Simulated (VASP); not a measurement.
An input for Quantum ESPRESSO's pw.x (written as the equivalent of a VASP run, and not itself run):

```
&CONTROL
  calculation = 'scf'
  pseudo_dir = './pseudo'
  outdir = './out'
  tprnfor = .true.
  tstress = .true.
/
&SYSTEM
  ibrav = 0
  nat = 20
  ntyp = 1
  ecutwfc = 58
  occupations = 'smearing'
  smearing = 'gaussian'
  degauss = 0.00735
  input_dft = 'pz'
/
&ELECTRONS
  conv_thr = 7.3e-08
  electron_maxstep = 100
/
ATOMIC_SPECIES
  Hf 178.490 Hf.upf
CELL_PARAMETERS angstrom
     5.3771810    0.0000000    0.0000000
     0.0000000    9.9888050    0.0000000
     0.0000000    0.0000000    9.3644040
ATOMIC_POSITIONS crystal
  Hf   0.9166670  0.0000000  0.1601810
  Hf   0.9166670  0.5000000  0.1601810
  Hf   0.2500000  0.7500000  0.1601810
  Hf   0.5833330  0.2500000  0.1601810
  Hf   0.4166670  0.0000000  0.3300920
  Hf   0.4166670  0.5000000  0.3300920
  Hf   0.7500000  0.7500000  0.3300920
  Hf   0.0833330  0.2500000  0.3300920
  Hf   0.9166670  0.0000000  0.5000000
  Hf   0.9166670  0.5000000  0.5000000
  Hf   0.2500000  0.7500000  0.5000000
  Hf   0.5833330  0.2500000  0.5000000
  Hf   0.4166670  0.0000000  0.6699080
  Hf   0.4166670  0.5000000  0.6699080
  Hf   0.7500000  0.7500000  0.6699080
  Hf   0.0833330  0.2500000  0.6699080
  Hf   0.9166670  0.0000000  0.8398190
  Hf   0.9166670  0.5000000  0.8398190
  Hf   0.2500000  0.7500000  0.8398190
  Hf   0.5833330  0.2500000  0.8398190
K_POINTS automatic
  5 3 1 0 0 0
```

Translate this input to VASP (INCAR, KPOINTS, POSCAR, choice of POTCAR).

One answer among several that fit: 
**KPOINTS**
```
Regular mesh
0
gamma
5 3 1
0 0 0
```

**INCAR**
```
# general
SYSTEM  = Hf
PREC    = Accurate
ENCUT   = 300
LREAL   = Auto
LASPH   = .TRUE.

# electronic loop
EDIFF   = 1E-6
NELM    = 100
ALGO    = Normal
LMAXMIX = 6

# smearing
ISMEAR  = 0
SIGMA   = 0.1

# ions
ISIF    = 2

# output
LWAVE   = .FALSE.
LCHARG  = .FALSE.
```

POSCAR:
```
Hf
1
    5.3771810000     0.0000000000     0.0000000000
    0.0000000000     9.9888050000     0.0000000000
    0.0000000000     0.0000000000     9.3644040000
Hf
20
Direct
  0.9166670000   0.0000000000   0.1601810000
  0.9166670000   0.5000000000   0.1601810000
  0.2500000000   0.7500000000   0.1601810000
  0.5833330000   0.2500000000   0.1601810000
  0.4166670000   0.0000000000   0.3300920000
  0.4166670000   0.5000000000   0.3300920000
  0.7500000000   0.7500000000   0.3300920000
  0.0833330000   0.2500000000   0.3300920000
  0.9166670000   0.0000000000   0.5000000000
  0.9166670000   0.5000000000   0.5000000000
  0.2500000000   0.7500000000   0.5000000000
  0.5833330000   0.2500000000   0.5000000000
  0.4166670000   0.0000000000   0.6699080000
  0.4166670000   0.5000000000   0.6699080000
  0.7500000000   0.7500000000   0.6699080000
  0.0833330000   0.2500000000   0.6699080000
  0.9166670000   0.0000000000   0.8398190000
  0.9166670000   0.5000000000   0.8398190000
  0.2500000000   0.7500000000   0.8398190000
  0.5833330000   0.2500000000   0.8398190000
```

POTCAR, in this order: Hf_pv (LDA.64 set). Program: vasp_std.

The two are equivalent in intent, not identical: the potentials are each code's own (VASP's PAW set, PseudoDojo norm-conserving files in pw.x), so ENCUT and ecutwfc are chosen apart and not converted; conv_thr bounds pw.x's estimated SCF error, while EDIFF bounds the energy change between steps.

The cell is a sheet with vacuum, built from a generated structure.
